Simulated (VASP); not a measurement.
Output of a VASP run:

### OSZICAR
```
       N       E                     dE             d eps       ncg     rms          rms(c)
DAV:   1     0.354881444974E+03    0.35488E+03   -0.18526E+04  1848   0.262E+03
DAV:   2     0.750721168834E+01   -0.34737E+03   -0.33163E+03  1914   0.476E+02
DAV:   3    -0.411721573646E+02   -0.48679E+02   -0.47479E+02  2486   0.211E+02
DAV:   4    -0.423921046810E+02   -0.12199E+01   -0.12158E+01  2284   0.356E+01
DAV:   5    -0.424105718508E+02   -0.18467E-01   -0.18474E-01  2330   0.378E+00    0.102E+01
DAV:   6    -0.363155998254E+02    0.60950E+01   -0.22980E+01  2464   0.108E+02    0.803E+00
DAV:   7    -0.323777555092E+02    0.39378E+01   -0.45377E+00  2460   0.578E+01    0.241E+00
DAV:   8    -0.317590406025E+02    0.61871E+00   -0.53419E-01  2628   0.121E+01    0.109E+00
DAV:   9    -0.319665941538E+02   -0.20755E+00   -0.48920E-01  1848   0.979E+00    0.838E-01
DAV:  10    -0.321499748385E+02   -0.18338E+00   -0.82890E-02  2602   0.552E+00    0.266E-01
DAV:  11    -0.321406950990E+02    0.92797E-02   -0.40055E-02  2392   0.241E+00    0.210E-01
DAV:  12    -0.322027960243E+02   -0.62101E-01   -0.22566E-02  2314   0.200E+00    0.163E-01
DAV:  13    -0.322019829104E+02    0.81311E-03   -0.16273E-03  2604   0.658E-01    0.993E-02
DAV:  14    -0.322038755716E+02   -0.18927E-02   -0.16162E-03  2618   0.651E-01    0.402E-02
DAV:  15    -0.322038651101E+02    0.10461E-04   -0.49308E-04  2090   0.271E-01    0.167E-02
DAV:  16    -0.322039527249E+02   -0.87615E-04   -0.95289E-05  2724   0.130E-01    0.105E-02
DAV:  17    -0.322040559504E+02   -0.10323E-03   -0.60162E-05  2322   0.891E-02    0.921E-03
DAV:  18    -0.322040653449E+02   -0.93946E-05   -0.54769E-06  2820   0.328E-02    0.328E-03
DAV:  19    -0.322040649398E+02    0.40516E-06   -0.46076E-07  2040   0.107E-02    0.155E-03
DAV:  20    -0.322040647332E+02    0.20660E-06   -0.17269E-07  1200   0.868E-03    0.553E-04
DAV:  21    -0.322040647356E+02   -0.24447E-08   -0.13514E-07  1236   0.501E-03
   1 F= -.32204065E+02 E0= -.32204065E+02  d E =0.000000E+00
       N       E                     dE             ncg
       N       E                     dE             ncg
```

### OUTCAR
```
------------------------ aborting loop because EDIFF is reached ----------------------------------------
  FORCE on cell =-STRESS in cart. coord.  units (eV):
  Direction    XX          YY          ZZ          XY          YZ          ZX
  --------------------------------------------------------------------------------------
  Total        0.0125489      0.0125489      0.1634327      0.0000000      0.0000000      0.0000000
  in kB        0.4435790      0.4435791      5.7770344      0.0000000      0.0000000      0.0000000
  external PRESSURE =       2.2213975 kB  Pullay stress =       0.0000000 kB
  volume of cell :       45.33
      direct lattice vectors                 reciprocal lattice vectors
     2.789363015  0.000000000  0.000000000     0.358504789  0.206982826  0.000000000
    -1.394681508  2.415659354  0.000000000     0.000000000  0.413965652  0.000000000
     0.000000000  0.000000000  6.726727611     0.000000000  0.000000000  0.148660695
 POSITION                                       TOTAL-FORCE (eV/Angst)
 -----------------------------------------------------------------------------------
     -0.00000      1.61044      0.30716         0.000000      0.000000      0.008761
      1.39468      0.80522      3.67053        -0.000000     -0.000000      0.008761
     -0.00000      1.61044      2.21536         0.000000     -0.000000     -0.008761
      1.39468      0.80522      5.57872        -0.000000      0.000000     -0.008761
 -----------------------------------------------------------------------------------
    total drift:                               -0.002480      0.001432      0.025893
  FREE ENERGIE OF THE ION-ELECTRON SYSTEM (eV)
  ---------------------------------------------------
  free  energy   TOTEN  =       -32.2040647356 eV

  energy  without entropy=      -32.2040647356  energy(sigma->0) =      -32.20406474

 total charge

# of ion       s       p       d       tot
------------------------------------------
    1        0.276   0.229   9.341   9.845
    2        0.276   0.229   9.341   9.845
    3        1.743   4.354   0.000   6.097
    4        1.743   4.354   0.000   6.097
--------------------------------------------------
tot          4.038   9.165  18.682  31.885
```
(Selected blocks of OUTCAR.)

File POSCAR:
```
CuF
1
    2.7893630150     0.0000000000     0.0000000000
   -1.3946815075     2.4156593545     0.0000000000
    0.0000000000     0.0000000000     6.7267276111
Cu F
2 2
Direct
  0.3333330000   0.6666670000   0.0456628691
  0.6666670000   0.3333330000   0.5456628691
  0.3333330000   0.6666670000   0.3293371309
  0.6666670000   0.3333330000   0.8293371309
```

Q: Write an INCAR and KPOINTS that could have produced this output.

A: One answer among several that fit: the input of the run itself, r2SCAN meta-GGA, plane waves, VASP's PBE PAW potentials (set 64).

**KPOINTS_OPT**
```
k-points along high-symmetry lines
6
Line-mode
Reciprocal
  0.000000   0.000000   0.000000 ! GAMMA
  0.500000   0.000000   0.000000 ! M

  0.500000   0.000000   0.000000 ! M
  0.333333   0.333333   0.000000 ! K

  0.333333   0.333333   0.000000 ! K
  0.000000   0.000000   0.000000 ! GAMMA

  0.000000   0.000000   0.000000 ! GAMMA
  0.000000   0.000000   0.500000 ! A

  0.000000   0.000000   0.500000 ! A
  0.500000   0.000000   0.500000 ! L

  0.500000   0.000000   0.500000 ! L
  0.333333   0.333333   0.500000 ! H

  0.333333   0.333333   0.500000 ! H
  0.000000   0.000000   0.500000 ! A

  0.500000   0.000000   0.500000 ! L
  0.500000   0.000000   0.000000 ! M

  0.333333   0.333333   0.500000 ! H
  0.333333   0.333333   0.000000 ! K
```

### INCAR
```
! general
SYSTEM  = CuF
PREC    = Accurate
ENCUT   = 520
LREAL   = F
LASPH   = T

! electronic loop
EDIFF   = 1E-7
NELM    = 100
ALGO    = Normal
LMAXMIX = 4
LMIXTAU = T

! smearing
ISMEAR  = -5

! functional
METAGGA = R2SCAN

! ions
ISIF    = 2

! output
LWAVE   = F
LCHARG  = F
LORBIT  = 11
NEDOS   = 601
```

File KPOINTS:
```
Automatic mesh
0
G
  10 10 4
0 0 0
```

POTCAR, in this order: Cu F (PBE.64 set). Program: vasp_std.

The structure was generated: CuF was put into the wurtzite type (P6_3mc), which need not be its known phase. It was relaxed first, which changed the volume by +9 %.
